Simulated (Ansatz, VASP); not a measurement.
# Te (Tellurium) in two plane-wave programs, part 2 of 2

Wanted: the spread between two codes on one cell, functional and k mesh. The cell is taken from a series of runs on this material, whose earlier steps may have relaxed, scaled, displaced or heated it; both programs get it as it stands.

VASP 6.6.1 and Ansatz 0.2.0.

So far: Set-up; Ansatz: zone-centre phonons, PBEsol.

## Step 3: VASP: zone-centre phonons, PBEsol

Level of this step: PBEsol; plane waves and PAW (Te) (VASP).

The same cell, functional, mesh and smearing now go to VASP, with its own data sets.

Lines of VASP's logs that name or quote its potential files are left out, and so is its time.

Input file INCAR:

```
SYSTEM = Te
PREC = Accurate
ENCUT = 500
EDIFF = 1E-08
NELM = 120
ISMEAR = 1
SIGMA = 0.2
LREAL = .FALSE.
ALGO = Normal
GGA = PS
NBANDS = 15
LORBIT = 11
LWAVE = .FALSE.
LCHARG = .FALSE.
ISIF = 2
IBRION = 8
LASPH = .TRUE.
GGA_COMPAT = .FALSE.
EFERMI = MIDGAP
KPAR = 2
```

Input file POSCAR:

```
Te
1.0
    4.3618654640      0.0000000000      0.0000000000
   -2.1809327320      3.7774862997      0.0000000000
    0.0000000000      0.0000000000      5.8397843496
Te
3
Direct
    0.2844877694      0.9999999995      0.3333333317
    0.9999999995      0.2844877694      0.6666666683
    0.7155122311      0.7155122311      0.0000000000
```

Input file KPOINTS:

```
Automatic mesh
0
Gamma
12 12 8
0 0 0
```

Potentials, in the order of the species: Te (PBE family, release 64).

Run with:

```bash
> mpirun -np 2 vasp_std
```

Numbers of over 12 decimals in the logs are rounded to 6 here.

Log:

```text
[banner, memory and clock lines left out]
running    2 mpi-ranks, on    1 nodes
 distrk:  each k-point on    1 cores,    2 groups
 distr:  one band on    1 cores,    1 groups

 POSCAR found type information on POSCAR Te
 POSCAR found :  1 types and       3 ions
|                                                                             |
|               ----> ADVICE to this user running VASP <----                  |
|                                                                             |
|     You enforced a specific xc type in the INCAR file but a different       |
|     [... a line on the potential file left out ...]
|     I HOPE YOU KNOW WHAT YOU ARE DOING!                                     |
|                                                                             |

 LDA part: xc-table for (Slater+PW92), standard interpolation
 POSCAR, INCAR and KPOINTS ok, starting setup
 FFT: planning ... GRIDC
 FFT: planning ... GRID_SOFT
 FFT: planning ... GRID
 WAVECAR not read
 entering main loop
       N       E                     dE             d eps       ncg     rms          rms(c)
DAV:   1     0.709574581085E+02    0.70957E+02   -0.64176E+03  3930   0.935E+02
DAV:   2    -0.592202659330E+01   -0.76879E+02   -0.73177E+02  5277   0.140E+02
DAV:   3    -0.105187110083E+02   -0.45967E+01   -0.45701E+01  4616   0.387E+01
DAV:   4    -0.105962054946E+02   -0.77494E-01   -0.77480E-01  5646   0.591E+00
DAV:   5    -0.105974955175E+02   -0.12900E-02   -0.12900E-02  5034   0.676E-01    0.138E+01
DAV:   6    -0.105802031824E+02    0.17292E-01   -0.11968E-02  5008   0.662E-01    0.858E+00
DAV:   7    -0.105742275389E+02    0.59756E-02   -0.24880E-02  4553   0.945E-01    0.244E-01
DAV:   8    -0.105738475747E+02    0.37996E-03   -0.42146E-03  4413   0.372E-01    0.115E-01
DAV:   9    -0.105738613472E+02   -0.13773E-04   -0.11185E-04  5688   0.724E-02    0.804E-02
DAV:  10    -0.105738641763E+02   -0.28291E-05   -0.12541E-05  4847   0.230E-02    0.102E-02
DAV:  11    -0.105738622174E+02    0.19590E-05   -0.50324E-06  4861   0.135E-02    0.398E-03
DAV:  12    -0.105738623280E+02   -0.11066E-06   -0.45545E-07  5281   0.403E-03    0.188E-03
DAV:  13    -0.105738623268E+02    0.12100E-08   -0.57435E-08  4840   0.151E-03
   1 F= -.10573862E+02 E0= -.10575167E+02  d E =0.391393E-02
 Linear response reoptimize wavefunctions to high precision
DAV:   1    -0.105738623342E+02   -0.73715E-08   -0.46296E-09  5288   0.400E-04
DAV:   2    -0.105738623343E+02   -0.10186E-09   -0.67056E-10  2945   0.150E-04
DAV:   3    -0.105738623343E+02    0.20009E-10   -0.65970E-11  2602   0.603E-05
 Linear response DOF=           3
 Linear response progress:
  Degree of freedom:   1/  3
       N       E                     dE             d eps       ncg     rms          rms(c)
RMM:   1    -0.463544376532E-01   -0.46354E-01    0.38429E-02 21841   0.105E+00
RMM:   2    -0.448793519476E-01    0.14751E-02   -0.23697E-03 15044   0.278E-01    0.101E-01
RMM:   3    -0.448184155915E-01    0.60936E-04   -0.84006E-05 15917   0.582E-02    0.693E-02
RMM:   4    -0.447613960663E-01    0.57020E-04   -0.21632E-05 16241   0.247E-02    0.148E-02
RMM:   5    -0.447651528432E-01   -0.37568E-05   -0.45407E-07 16469   0.552E-03    0.741E-03
RMM:   6    -0.447723949890E-01   -0.72421E-05    0.29208E-07 16288   0.242E-03    0.154E-03
RMM:   7    -0.447715775050E-01    0.81748E-06    0.13775E-06 16594   0.730E-04    0.450E-04
RMM:   8    -0.447706006764E-01    0.97683E-06    0.24288E-08 16647   0.259E-04    0.139E-04
RMM:   9    -0.447707065220E-01   -0.10585E-06   -0.75811E-08 17147   0.607E-05    0.703E-05
RMM:  10    -0.447706785417E-01    0.27980E-07    0.85863E-09 16756   0.260E-05    0.279E-05
RMM:  11    -0.447706772295E-01    0.13122E-08   -0.11396E-08 17187   0.130E-05    0.165E-05
 first order change of Fermi-energy  -0.12541E+01
 force on displaced ion       1 direction 1 :  -2.695   0.000   0.000
 Linear response progress:
  Degree of freedom:   2/  3
       N       E                     dE             d eps       ncg     rms          rms(c)
RMM:   1    -0.474145873170E-01   -0.47415E-01    0.33043E-02 39899   0.104E+00
RMM:   2    -0.461272524708E-01    0.12873E-02   -0.24280E-03 27394   0.277E-01    0.768E-02
RMM:   3    -0.460001449043E-01    0.12711E-03   -0.10490E-04 28862   0.610E-02    0.510E-02
RMM:   4    -0.459212319066E-01    0.78913E-04   -0.34884E-05 29332   0.278E-02    0.143E-02
RMM:   5    -0.459296605570E-01   -0.84287E-05   -0.14659E-06 29847   0.671E-03    0.747E-03
RMM:   6    -0.459422984027E-01   -0.12638E-04   -0.10551E-07 29923   0.231E-03    0.101E-03
RMM:   7    -0.459418181252E-01    0.48028E-06    0.11792E-06 30357   0.536E-04    0.655E-04
RMM:   8    -0.459415194573E-01    0.29867E-06    0.13942E-07 30245   0.208E-04    0.949E-05
RMM:   9    -0.459415482695E-01   -0.28812E-07    0.24860E-08 31328   0.540E-05    0.402E-05
RMM:  10    -0.459415562311E-01   -0.79616E-08   -0.88681E-09 30536   0.219E-05    0.776E-06
 first order change of Fermi-energy   0.39920E-04
 force on displaced ion       1 direction 2 :   0.002  -2.425  -0.438
 Linear response progress:
  Degree of freedom:   3/  3
       N       E                     dE             d eps       ncg     rms          rms(c)
RMM:   1    -0.570246860888E-01   -0.57025E-01    0.45370E-02 41915   0.108E+00
RMM:   2    -0.542762136383E-01    0.27485E-02   -0.29732E-03 27519   0.302E-01    0.242E-01
RMM:   3    -0.540361583198E-01    0.24006E-03   -0.45322E-04 28715   0.913E-02    0.168E-01
RMM:   4    -0.539977126691E-01    0.38446E-04   -0.14623E-05 29304   0.232E-02    0.812E-02
RMM:   5    -0.539881101167E-01    0.96026E-05   -0.51779E-06 29708   0.133E-02    0.405E-03
RMM:   6    -0.539908200721E-01   -0.27100E-05   -0.97787E-08 30093   0.289E-03    0.259E-03
RMM:   7    -0.539931067206E-01   -0.22866E-05   -0.37286E-07 29789   0.118E-03    0.601E-04
RMM:   8    -0.539930900286E-01    0.16692E-07    0.51418E-08 30719   0.348E-04    0.286E-04
RMM:   9    -0.539932547469E-01   -0.16472E-06   -0.27252E-07 29859   0.139E-04    0.705E-05
RMM:  10    -0.539933555727E-01   -0.10083E-06   -0.14815E-07 31931   0.463E-05    0.146E-05
RMM:  11    -0.539933766971E-01   -0.21124E-07    0.18108E-08 30935   0.157E-05    0.682E-06
RMM:  12    -0.539933732345E-01    0.34626E-08    0.18355E-08 30869   0.746E-06    0.266E-06
 first order change of Fermi-energy  -0.17154E-05
 force on displaced ion       1 direction 3 :  -0.003  -0.438  -5.062
 Linear response finished
```

From OUTCAR (step 3):

```text
ion  position               nearest neighbor table
   1  0.284  1.000  0.333-   3 2.90   2 2.90   3 3.35   3 3.35   2 3.35   2 3.35
   2  1.000  0.284  0.667-   3 2.90   1 2.90   3 3.35   3 3.35   1 3.35   1 3.35
   3  0.716  0.716  0.000-   2 2.90   1 2.90   2 3.35   1 3.35   1 3.35   2 3.35

  LATTYP: Found a hexagonal cell.
 ALAT       =     4.3618654640
 C/A-ratio  =     1.3388272513

 Subroutine GETGRP returns: Found  6 space group operations
 (whereof  2 operations were pure point group operations)

The static configuration has the point symmetry C_2 .
 The point group associated with its full space group is D_3 .

 Found    131 irreducible k-points:

   k-points           NKPTS =    131   k-points in BZ     NKDIM =    131   number of bands    NBANDS=     15

   dimension x,y,z NGX =    32 NGY =   32 NGZ =   48
   dimension x,y,z NGXF=    64 NGYF=   64 NGZF=   96

   ENCUT  =  500.0 eV  36.75 Ry    6.06 a.u.   7.95  7.95 10.65*2*pi/ulx,y,z

   NELECT =      18.0000    total number of electrons

 k-points in reciprocal lattice and weights: Automatic mesh
   0.00000000  0.00000000  0.00000000       0.001
   0.08333333 -0.00000000  0.00000000       0.005
   0.16666667  0.00000000  0.00000000       0.005
   0.25000000 -0.00000000  0.00000000       0.005
   0.33333333  0.00000000  0.00000000       0.005
   0.41666667 -0.00000000  0.00000000       0.005
   0.50000000 -0.00000000  0.00000000       0.003
   0.08333333  0.08333333  0.00000000       0.005
   0.16666667  0.08333333  0.00000000       0.010
[...]
0.33333333  0.25000000  0.50000000       0.010
   0.33333333  0.33333333  0.50000000       0.002

 average (electrostatic) potential at core
       1 -88.2582       2 -88.2582       3 -88.2582

  Total        0.0283855      0.0283855      0.6603154      0.0000000      0.0000000     -0.0000000
  in kB        0.4726454      0.4726454     10.9948686      0.0000000      0.0000000     -0.0000000
  external PRESSURE =       3.9800531 kB  Pullay stress =       0.0000000 kB

  energy-cutoff  :      500.00
  volume of cell :       96.22
      direct lattice vectors                 reciprocal lattice vectors
     4.361865464  0.000000000  0.000000000     0.229259707  0.132363154  0.000000000
    -2.180932732  3.777486300  0.000000000     0.000000000  0.264726308  0.000000000
     0.000000000  0.000000000  5.839784350     0.000000000  0.000000000  0.171239200

 POSITION                                       TOTAL-FORCE (eV/Angst)
 -----------------------------------------------------------------------------------
     -0.94004      3.77749      1.94659         0.016899      0.000000     -0.000000
      3.74142      1.07465      3.89319        -0.008450      0.014635      0.000000
      1.56048      2.70284      0.00000        -0.008450     -0.014635      0.000000
 -----------------------------------------------------------------------------------
    total drift:                                0.000001     -0.000001      0.000000

 Eigenvectors and eigenvalues of the dynamical matrix
 ----------------------------------------------------

   1 f  =    3.861946 THz    24.265325 2PiTHz  128.820666 cm-1    15.971720 meV
             X         Y         Z           dx          dy          dz
     -0.940035  3.777486  1.946595     0.102913    0.058639    0.395036
      3.741417  1.074649  3.893190    -0.000872   -0.118446    0.404059
      1.560484  2.702838  0.000000    -0.102340    0.059977   -0.799095

   2 f  =    3.861946 THz    24.265325 2PiTHz  128.820666 cm-1    15.971720 meV
             X         Y         Z           dx          dy          dz
     -0.940035  3.777486  1.946595    -0.058526    0.103113    0.694641
      3.741417  1.074649  3.893190     0.118560   -0.000673   -0.689432
      1.560484  2.702838  0.000000    -0.059864   -0.102140   -0.005209

   3 f  =    3.007313 THz    18.895504 2PiTHz  100.313159 cm-1    12.437241 meV
             X         Y         Z           dx          dy          dz
     -0.940035  3.777486  1.946595    -0.577350    0.000000    0.000000
      3.741417  1.074649  3.893190     0.288675   -0.500000    0.000000
      1.560484  2.702838  0.000000     0.288675    0.500000   -0.000000

   4 f  =    2.737540 THz    17.200470 2PiTHz   91.314501 cm-1    11.321550 meV
             X         Y         Z           dx          dy          dz
     -0.940035  3.777486  1.946595     0.000000    0.577350   -0.000006
      3.741417  1.074649  3.893190    -0.500000   -0.288675   -0.000006
      1.560484  2.702838  0.000000     0.500000   -0.288675   -0.000006

   5 f  =    2.463493 THz    15.478583 2PiTHz   82.173279 cm-1    10.188184 meV
             X         Y         Z           dx          dy          dz
     -0.940035  3.777486  1.946595    -0.548411   -0.136649    0.040539
      3.741417  1.074649  3.893190     0.155634    0.543197    0.120559
      1.560484  2.702838  0.000000     0.392374   -0.406447   -0.161098

   6 f  =    2.463493 THz    15.478583 2PiTHz   82.173279 cm-1    10.188184 meV
             X         Y         Z           dx          dy          dz
     -0.940035  3.777486  1.946595     0.136716   -0.548143    0.162615
      3.741417  1.074649  3.893190    -0.543130    0.155903   -0.116415
      1.560484  2.702838  0.000000     0.406514    0.392643   -0.046200

   7 f/i=    0.000027 THz     0.000167 2PiTHz    0.000889 cm-1     0.000110 meV
             X         Y         Z           dx          dy          dz
     -0.940035  3.777486  1.946595     0.000000   -0.000006   -0.577350
      3.741417  1.074649  3.893190     0.000005    0.000003   -0.577350
      1.560484  2.702838  0.000000    -0.000005    0.000003   -0.577350

   8 f/i=    0.000970 THz     0.006094 2PiTHz    0.032351 cm-1     0.004011 meV
             X         Y         Z           dx          dy          dz
     -0.940035  3.777486  1.946595     0.106903   -0.567473    0.000196
      3.741417  1.074649  3.893190     0.106839   -0.567290   -0.000066
      1.560484  2.702838  0.000000     0.107030   -0.567326   -0.000130

   9 f/i=    0.000970 THz     0.006094 2PiTHz    0.032351 cm-1     0.004011 meV
             X         Y         Z           dx          dy          dz
     -0.940035  3.777486  1.946595    -0.567253   -0.106945    0.000037
      3.741417  1.074649  3.893190    -0.567436   -0.107009   -0.000188
      1.560484  2.702838  0.000000    -0.567400   -0.106818    0.000151

 ELASTIC MODULI CONTR FROM IONIC RELAXATION (kBar)
 Direction    XX          YY          ZZ          XY          YZ          ZX
 --------------------------------------------------------------------------------
 XX        -216.4349    -87.7366   -186.6508     -0.0000    -99.4001     -0.0000
 YY         -87.7366   -216.4349   -186.6508     -0.0000     99.4001     -0.0000
 ZZ        -186.6508   -186.6508   -229.0715     -0.0000     -0.0000     -0.0000
 XY          -0.0000     -0.0000     -0.0000    -64.5692     -0.0000    -97.6556
 YZ         -99.4001     99.4001     -0.0000     -0.0000   -165.3100     -0.0000
 ZX          -0.0000     -0.0000     -0.0000    -97.6556     -0.0000   -160.6937
 --------------------------------------------------------------------------------
```

The gap is under twice the smearing width, so the edge states are partly filled and the run can't tell a small gap from a semimetal. Methfessel-Paxton smearing is not meant for a cell with a gap.

## Step 4: Comparison

Known differences besides the potentials themselves: the data sets hold 48 valence electrons in Ansatz (on its PAW soft_1 files) and 18 in VASP; the cutoff is 420 eV in Ansatz and 500 eV in VASP; Ansatz makes its cores anew for this functional, VASP keeps those of its PBE data sets. Total energies have different zeros and are not compared.

The two programs side by side:

```tsv
quantity	Ansatz	VASP	difference
optical mode 1 to 2 (cm⁻¹)	81.5	82.2	-0.84 %
optical mode 3 (cm⁻¹)	91.2	91.3	-0.14 %
optical mode 4 (cm⁻¹)	99.0	100.3	-1.32 %
optical mode 5 to 6 (cm⁻¹)	127.1	128.8	-1.30 %
```

Modes are paired by rising frequency, not by their patterns, so a pair may set unlike modes beside each other; they are those without the splitting of longitudinal modes.

## Step 5: Results

| Item | Value |
| --- | --- |
| r.m.s. difference of the optical zone-centre modes, each program's sorted by frequency (zone-centre phonons, PBEsol) | 1.2 cm⁻¹ |
| difference in optical mode 4 (zone-centre phonons, PBEsol) | -1.3 % |

What this shows: The r.m.s. difference of the optical zone-centre modes, each program's sorted by frequency is 1.2 cm⁻¹ (zone-centre phonons, PBEsol). The data sets hold unlike numbers of valence electrons (48 in Ansatz and 18 in VASP), so part of the differences comes from the potentials. Among the rows given in per cent, the largest difference of the zone-centre phonons, PBEsol pair is in optical mode 4, -1.3 %. Such differences can come from data sets, numerical settings and the points named under the comparisons, not from the functional's error against experiment.

[Lines on the potential files, build, host, timing and source positions are cut from VASP's logs without a mark.]

[Logs are printed without paths, hosts, clocks, repeated set-up lines and the standing remarks that a program may print on its own settings, such as how far it seeks lower states.]

[Hosts, paths, dates, database ids (printed as entryN), source tags and the programs' standing remarks are cut or masked in the printed files.]
